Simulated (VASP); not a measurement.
OSZICAR of a VASP run on SnTe (rock salt):

### OSZICAR
```
       N       E                     dE             d eps       ncg     rms          rms(c)
DAV:   1     0.111978146900E+03    0.11198E+03   -0.84600E+03  1804   0.137E+03
DAV:   2     0.199341206093E+01   -0.10998E+03   -0.10831E+03  1900   0.326E+02
DAV:   3    -0.737515834991E+01   -0.93686E+01   -0.93195E+01  2380   0.922E+01
DAV:   4    -0.761270875265E+01   -0.23755E+00   -0.23749E+00  1994   0.164E+01
DAV:   5    -0.762263197659E+01   -0.99232E-02   -0.99231E-02  2600   0.310E+00    0.414E+00
DAV:   6    -0.760551133701E+01    0.17121E-01   -0.72876E-03  2196   0.696E-01    0.396E+00
DAV:   7    -0.755736411829E+01    0.48147E-01   -0.42294E-01  2128   0.460E+00    0.209E+00
DAV:   8    -0.755415971635E+01    0.32044E-02   -0.35102E-02  1912   0.150E+00    0.170E+00
DAV:   9    -0.755564695752E+01   -0.14872E-02   -0.29789E-03  1960   0.528E-01    0.642E-01
DAV:  10    -0.755590539979E+01   -0.25844E-03   -0.16010E-03  2228   0.378E-01    0.171E-01
DAV:  11    -0.755594954974E+01   -0.44150E-04   -0.19966E-04  2320   0.915E-02    0.120E-01
DAV:  12    -0.755594399359E+01    0.55561E-05   -0.76739E-05  1996   0.834E-02    0.416E-02
DAV:  13    -0.755595806443E+01   -0.14071E-04   -0.17123E-05  1852   0.299E-02    0.177E-02
DAV:  14    -0.755595796207E+01    0.10236E-06   -0.96739E-07  1238   0.777E-03
   1 F= -.75559580E+01 E0= -.75559580E+01  d E =-.180032E-13
```

Question: Which electronic solver shows in the log?

Answer: It is blocked Davidson (ALGO = Normal, or the opening steps of other solvers). The INCAR had ALGO = Normal.

Question: Can the final energy be trusted as converged?

Answer: Self-consistency was reached. It stopped with EDIFF = 1E-6, NELM = 100 (PBE GGA, plane waves, VASP's PBE PAW potentials (set 64)).

The compound is SnTe in the rock salt structure, which distorts at low temperature. The cell was not relaxed at this level, atoms are displaced from their ideal sites. The run is one of a series of settings (AMIX = 0.05, BMIX = 0.0001, IMIX = 4 against the base run), some of them coarse on purpose.
